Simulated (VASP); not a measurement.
Computed with AM05 GGA, VASP's PBE PAW potentials (set 64) (plane waves; VASP 6.6.1).

VASP input:

INCAR:
```
ALGO = Normal
EDIFF = 1E-7
ENCUT = 520
GGA = AM
ICHARG = 11
ISMEAR = 0
LASPH = T
LCHARG = F
LMAXMIX = 4
LORBIT = 11
LREAL = F
LWAVE = F
NELM = 100
PREC = Accurate
SIGMA = 0.05
SYSTEM = CdTe
```

File KPOINTS:
```
k-points along high-symmetry lines
15
Line-mode
Reciprocal
  0.000000   0.000000   0.000000 ! GAMMA
 -0.500000  -0.500000   0.000000 ! X

 -0.500000  -0.500000   0.000000 ! X
 -0.375000  -0.375000   0.250000 ! U

 -0.375000  -0.000000   0.375000 ! K
  0.000000   0.000000   0.000000 ! GAMMA

  0.000000   0.000000   0.000000 ! GAMMA
  0.000000   0.000000   0.500000 ! L

  0.000000   0.000000   0.500000 ! L
 -0.500000  -0.250000   0.250000 ! W

 -0.500000  -0.250000   0.250000 ! W
 -0.500000  -0.500000   0.000000 ! X
```

POSCAR:
```
CdTe
1
    0.0000000000     3.2634476307     3.2634476307
    3.2634476307     0.0000000000     3.2634476307
    3.2634476307     3.2634476307     0.0000000000
Cd Te
1 1
Direct
  0.0000000000   0.0000000000   0.0000000000
  0.2500000000   0.2500000000   0.2500000000
```

POTCAR, in this order: Cd Te (PBE.64 set). Program: vasp_std. Read from the step before: CHGCAR.

Output

OSZICAR:
```
       N       E                     dE             d eps       ncg     rms          rms(c)
DAV:   1     0.102853252375E+03    0.10285E+03   -0.85415E+03  2356   0.120E+03
DAV:   2     0.426562704033E-01   -0.10281E+03   -0.98783E+02  2710   0.278E+02
DAV:   3    -0.404896092105E+01   -0.40916E+01   -0.40382E+01  2760   0.572E+01
DAV:   4    -0.408940940940E+01   -0.40448E-01   -0.40439E-01  3322   0.512E+00
DAV:   5    -0.408960088643E+01   -0.19148E-03   -0.19148E-03  2773   0.285E-01
DAV:   6    -0.408960574374E+01   -0.48573E-05   -0.48573E-05  3316   0.312E-02
DAV:   7    -0.408960579806E+01   -0.54325E-07   -0.54288E-07  2386   0.260E-03
   1 F= -.40896058E+01 E0= -.40896058E+01  d E =-.383753E-11
```

**OUTCAR**
```
 val. band max:        2.0947149146   @ k =   0.0000   0.0000   0.0000

 cond. band min:       2.7739180896   @ k =   0.0000   0.0000   0.0000



 k-point     1 :       0.0000    0.0000    0.0000
  band No.  band energies     occupation
      1      -8.9818      2.00000
      2      -6.1069      2.00000
      3      -6.1069      2.00000
      4      -6.1069      2.00000
      5      -5.8605      2.00000
      6      -5.8605      2.00000
      7       2.0947      2.00000
      8       2.0947      2.00000
      9       2.0947      2.00000
     10       2.7739      0.00000
     11       6.6958      0.00000
     12       6.6958      0.00000
     13       6.6958      0.00000

 k-point     2 :      -0.0357   -0.0357    0.0000
  band No.  band energies     occupation
      1      -8.9755      2.00000
      2      -6.1052      2.00000
      3      -6.1052      2.00000
      4      -6.1033      2.00000
      5      -5.8611      2.00000
      6      -5.8601      2.00000
      7       1.8650      2.00000
      8       2.0613      2.00000
      9       2.0613      2.00000
     10       3.0079      0.00000
     11       6.6317      0.00000
     12       6.7450      0.00000
     13       6.7450      0.00000

 k-point     3 :      -0.0714   -0.0714    0.0000
  band No.  band energies     occupation
      1      -8.9569      2.00000
      2      -6.1000      2.00000
      3      -6.1000      2.00000
      4      -6.0923      2.00000
      5      -5.8627      2.00000
      6      -5.8590      2.00000
      7       1.4663      2.00000
      8       1.9658      2.00000
      9       1.9658      2.00000
     10       3.4170      0.00000
     11       6.4637      0.00000
     12       6.8875      0.00000
     13       6.8875      0.00000

 k-point     4 :      -0.1071   -0.1071    0.0000
  band No.  band energies     occupation
      1      -8.9269      2.00000
      2      -6.0916      2.00000
      3      -6.0916      2.00000
      4      -6.0736      2.00000
...
```

The density is held fixed in this step, so its total energy and stress have no physical meaning. Unless said otherwise, spin-orbit coupling is left out, though it shifts the bands of the heavy elements here.

The compound is CdTe in the zinc blende structure. It was relaxed first.
